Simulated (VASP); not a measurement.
Here is the system:

```yaml
crystal:
  lattice:
    - [4.16975, 0.00000, 0.00000]
    - [0.00000, 4.16975, 0.00000]
    - [0.00000, 0.00000, 4.16975]
  atoms:
    - { symbol: Sc, position: [0.00000, 0.00000, 0.00000] }
    - { symbol: Al, position: [0.00000, 0.50000, 0.50000] }
    - { symbol: Al, position: [0.50000, 0.00000, 0.50000] }
    - { symbol: Al, position: [0.50000, 0.50000, 0.00000] }
```

Method: optB86b-vdW, VASP's PBE PAW potentials (set 64) (plane waves; VASP). Run with 520 eV cut-off, 8×8×8 Γ-centred mesh, first-order Methfessel-Paxton smearing of 0.10 eV, potentials Sc_sv Al.

**Question.** Give the stress tensor in GPa (positive for a compressed cell).

**Answer.** 
```
-4.46   0.00   0.00
 0.00  -4.46   0.00
 0.00   0.00  -4.46
```
The pressure is its mean diagonal, -4.46 GPa.

The compound is Al3Sc in the L1_2 structure. This cell is one point of a volume scan, at 1.06 of the reference volume.
